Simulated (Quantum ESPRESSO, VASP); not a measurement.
An input for Quantum ESPRESSO (PBE, GBRV 1.5 ultrasoft (PBE) pseudopotentials):

```
&CONTROL
  calculation = 'scf',
  outdir = './tmp/',
  pseudo_dir = './',
  verbosity = 'high',
  tprnfor = .true.,
  tstress = .true.,
/
&SYSTEM
  ibrav = 0,
  nat = 5,
  ntyp = 2,
  ecutwfc = 40,
  ecutrho = 200,
  occupations = 'smearing',
  smearing = 'fermi-dirac',
  degauss = 0.00147,
/
&ELECTRONS
  conv_thr = 1.0e-11,
/
ATOMIC_SPECIES
La   138.9055  la_pbe_v1.uspp.F.UPF
O     15.9990  o_pbe_v1.2.uspp.F.UPF
CELL_PARAMETERS {angstrom}
   1.9266599974    -3.3370730045     0.0000000000
   1.9266599974     3.3370730045     0.0000000000
   0.0000000000     0.0000000000     5.9951400000
ATOMIC_POSITIONS {alat}
La    0.5000000000    0.2886751346    0.3842918787
La    0.5000000000   -0.2886751346    1.1715456868
O     0.0000000000    0.0000000000    0.0000000000
O     0.5000000000    0.2886751346    1.0066269049
O     0.5000000000   -0.2886751346    0.5492106606
K_POINTS {automatic}
3 3 2  0 0 0
```

Question: Write the VASP files for the same calculation.

Answer: One set of files that does it:

File POSCAR:
```
La2O3
1
    1.9266600000    -3.3370730000     0.0000000000
    1.9266600000     3.3370730000     0.0000000000
    0.0000000000     0.0000000000     5.9951400000
La O
2 3
Direct
  0.3333330000   0.6666670000   0.2470000000
  0.6666670000   0.3333330000   0.7530000000
  0.0000000000   0.0000000000   0.0000000000
  0.3333330000   0.6666670000   0.6470000000
  0.6666670000   0.3333330000   0.3530000000
```

**KPOINTS**
```
Automatic mesh
0
gamma
  3 3 2
```

### INCAR
```
! general
SYSTEM  = La2O3
PREC    = Accurate
ENCUT   = 400
LREAL   = F   ! projection in real space or not
LASPH   = T

! electronic loop
EDIFF   = 1E-6   ! SCF stop (eV)
NELM    = 100   ! most electronic steps
ALGO    = Normal
LMAXMIX = 6   ! l cut-off of mixed one-centre charges

! smearing
ISMEAR  = -1
SIGMA   = 0.02   ! width (eV)

! functional
GGA     = PE   ! PBE

! ions
ISIF    = 2   ! forces and stress, cell fixed

! output
LWAVE   = F
LCHARG  = F
```

POTCAR, in this order: La O (PBE.64 set). Program: vasp_std.

The two runs describe the same crystal, functional and task. Each code takes its own potentials, basis and convergence tests.

The structure is a typed La2O3 crystal (P-3m1). The cell was not relaxed at this level, and it may have been scaled.
